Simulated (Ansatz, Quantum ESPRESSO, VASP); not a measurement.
**One structure in several programs: CaGa₂ (P6/mmm, 3 atoms in the cell)**

Self-consistent single point, at a second geometry (lattice scaled by 0.98). First geometry:

```
CELL_PARAMETERS angstrom
      4.23886     0.00000     0.00000
     -2.11943     3.67096     0.00000
      0.00000     0.00000     4.41641
ATOMIC_POSITIONS crystal
  Ca 0.00000 0.00000 0.00000
  Ga 0.33333 0.66667 0.50000
  Ga 0.66667 0.33333 0.50000
```

Shared settings, as Ansatz (a quantum-chemistry and plane-wave program) writes them: kpoints.mp_grid.grid = 7 7 6; scf.occupations.method = fermi_dirac; scf.occupations.width = 0.1 eV. Potentials and cutoffs stand in the table.

```json
[
 {"code": "VASP", "model": "PBEsol, VASP's PBE PAW potentials (set 64)", "ΔF from the first geometry (meV/atom)": "5.7", "pressure (GPa)": "2.33", "cutoff": "300 eV"},
 {"code": "Ansatz", "model": "PBEsol, PAW files made with PBE", "ΔF from the first geometry (meV/atom)": "4.6", "pressure (GPa)": "2.36", "cutoff": "420 eV"},
 {"code": "Quantum ESPRESSO", "model": "PBEsol, PseudoDojo standard norm-conserving (PBESOL) pseudopotentials", "ΔF from the first geometry (meV/atom)": "5.3", "pressure (GPa)": "2.44", "cutoff": "80 Ry"}
]
```

The spread over the programs that give each value: ΔF from the first geometry within 1.1 meV/atom; pressure within 0.11 GPa.

Ansatz's pressure is given at a fixed set of plane waves, as the other plane-wave codes print theirs.

VASP's run is marked for a possible Pulay error in its stress at this cutoff; no cutoff test was made.

The starting cell comes from a database of computed structures (which also holds hypothetical and non-ambient phases and stackings), without a prior relaxation at this level. For this run, on top of that: lattice scaled by 0.98.

Left out of this page: ABINIT (with a known weakness of the program); GPAW, CP2K, Elk, FLEUR and SIESTA (not drawn, or without a comparable value).

Keys are those of Ansatz 0.2.
